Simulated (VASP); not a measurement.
Input:

```
BaS2
1.0
    4.56038    -2.37033    -0.00998
    4.56038     2.37033    -0.00998
   -4.17195     0.00000     7.97018
Ba S
2 4
Direct
  0.14142   0.85858   0.25000
  0.85858   0.14142   0.75000
  0.48404   0.19707   0.97863
  0.51596   0.80293   0.02137
  0.80293   0.51596   0.52137
  0.19707   0.48404   0.47863
```

Calculation: PBEsol GGA, VASP's PBE PAW potentials (set 64) (plane waves; VASP 6.6.1). Numerical set-up: 400 eV cut-off, Gaussian smearing of 0.050 eV, potentials Ba_sv S.

Unless said otherwise, spin-orbit coupling is left out, though it shifts the bands of the heavy elements here.

Problem. Give the energies of bands 13 to 25 at the high-symmetry points, in eV from the valence-band maximum.

Solution. 
```json
[
 {"band": "13", "Γ": "-4.97", "C": "-3.71", "Y2": "-3.15", "M2": "-2.96", "D": "-3.84", "A": "-4.97", "V2": "-4.97"},
 {"band": "14", "Γ": "-4.93", "C": "-3.52", "Y2": "-2.92", "M2": "-2.96", "D": "-3.84", "A": "-4.97", "V2": "-3.44"},
 {"band": "15", "Γ": "-3.86", "C": "-3.43", "Y2": "-2.88", "M2": "-2.89", "D": "-3.12", "A": "-3.19", "V2": "-3.03"},
 {"band": "16", "Γ": "-2.95", "C": "-2.91", "Y2": "-2.78", "M2": "-2.89", "D": "-3.12", "A": "-3.19", "V2": "-3.00"},
 {"band": "17", "Γ": "-2.57", "C": "-2.65", "Y2": "-2.71", "M2": "-2.76", "D": "-2.79", "A": "-2.81", "V2": "-2.86"},
 {"band": "18", "Γ": "-2.40", "C": "-2.63", "Y2": "-2.50", "M2": "-2.76", "D": "-2.79", "A": "-2.81", "V2": "-2.75"},
 {"band": "19", "Γ": "-1.09", "C": "-0.90", "Y2": "-1.30", "M2": "-0.95", "D": "-0.77", "A": "-0.71", "V2": "-1.23"},
 {"band": "20", "Γ": "-0.86", "C": "-0.78", "Y2": "-0.88", "M2": "-0.95", "D": "-0.77", "A": "-0.71", "V2": "-0.54"},
 {"band": "21", "Γ": "-0.33", "C": "-0.51", "Y2": "-0.78", "M2": "-0.48", "D": "-0.47", "A": "-0.52", "V2": "-0.19"},
 {"band": "22", "Γ": "-0.20", "C": "-0.32", "Y2": "-0.50", "M2": "-0.48", "D": "-0.47", "A": "-0.52", "V2": "-0.05"},
 {"band": "23", "Γ": "2.60", "C": "2.42", "Y2": "1.46", "M2": "1.60", "D": "2.76", "A": "2.69", "V2": "1.58"},
 {"band": "24", "Γ": "3.30", "C": "2.49", "Y2": "1.71", "M2": "1.60", "D": "2.76", "A": "2.69", "V2": "3.30"},
 {"band": "25", "Γ": "3.51", "C": "3.65", "Y2": "3.69", "M2": "3.93", "D": "4.37", "A": "3.94", "V2": "4.07"}
]
```

The gap is indirect, 1.46 eV, from the valence maximum at L2 to the conduction minimum at Y2.

The structure comes from a computed database's BaS2 entry (C2/c); how it stands against other phases isn't given here. It was relaxed first.
